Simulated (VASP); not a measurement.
An input for Ansatz (written as the equivalent of a VASP run, and not itself run):

Ansatz 0.2 input:
```yaml
crystal:
  lattice:
    - [-1.6712273, 1.6712273, 5.7145671]
    - [1.6712273, -1.6712273, 5.7145671]
    - [1.6712273, 1.6712273, -5.7145671]
  atoms:
    - { symbol: Nb, position: [0.7493039, 0.7493039, 0.0000000] }
    - { symbol: Nb, position: [0.4993039, 0.9993039, 0.5000000] }
    - { symbol: P, position: [0.1666961, 0.1666961, 1.0000000] }
    - { symbol: P, position: [0.9166961, 0.4166961, 0.5000000] }
kpoints:
  mp_grid: { grid: [12, 12, 12] }
hamiltonian:
  xc: pbe
  pseudopotentials: { kind: paw }
scf:
  occupations: { method: methfessel_paxton, width: 0.1 }
  max_iter: 100
relax:
  max_steps: 60
  f_tol: 0.02
  cell: {}
output: { forces: true, stress: true, eigenvalues: true }
```

Write the VASP files for the same calculation (PBE).

Several could match; the one computed here: 
INCAR:
```
! general
SYSTEM   =  NbP
PREC     =  Accurate
ENCUT    =  400   ! plane-wave cut-off (eV)
LREAL    =  .FALSE.
LASPH    =  .TRUE.   ! aspherical one-centre terms

! electronic loop
EDIFF    =  1E-6   ! SCF stop (eV)
NELM     =  100   ! most electronic steps
ALGO     =  Normal   ! blocked Davidson
LMAXMIX  =  4

! smearing
ISMEAR   =  1
SIGMA    =  0.1

! functional
GGA      =  PE   ! PBE

! ions
IBRION   =  2   ! conjugate gradients
NSW      =  60   ! most ionic steps
ISIF     =  3
EDIFFG   =  -0.02   ! ionic stop

! output
LWAVE    =  .FALSE.
LCHARG   =  .FALSE.
```

**KPOINTS**
```
Automatic mesh
0
Gamma
12 12 12
0 0 0
```

File POSCAR:
```
NbP
1
   -1.6712272863     1.6712272863     5.7145670619
    1.6712272863    -1.6712272863     5.7145670619
    1.6712272863     1.6712272863    -5.7145670619
Nb P
2 2
Direct
  0.7493039149   0.7493039149   0.0000000000
  0.4993039149   0.9993039149   0.5000000000
  0.1666960851   0.1666960851   1.0000000000
  0.9166960851   0.4166960851   0.5000000000
```

POTCAR, in this order: Nb_sv P (PBE.64 set). Program: vasp_std.

What does not carry over: each code has its own PAW files, so the cut-off isn't converted (ENCUT is set for VASP's; basis.ecutwfc is left out, and Ansatz then takes the one that its files recommend); Ansatz stops its SCF on the density residual and VASP on the energy change (EDIFF).

The structure was generated: NbP was put into the NbAs type (I4_1md), which need not be its known phase. It was relaxed first, which changed the volume by +12 %. The start is the result of an earlier pass.
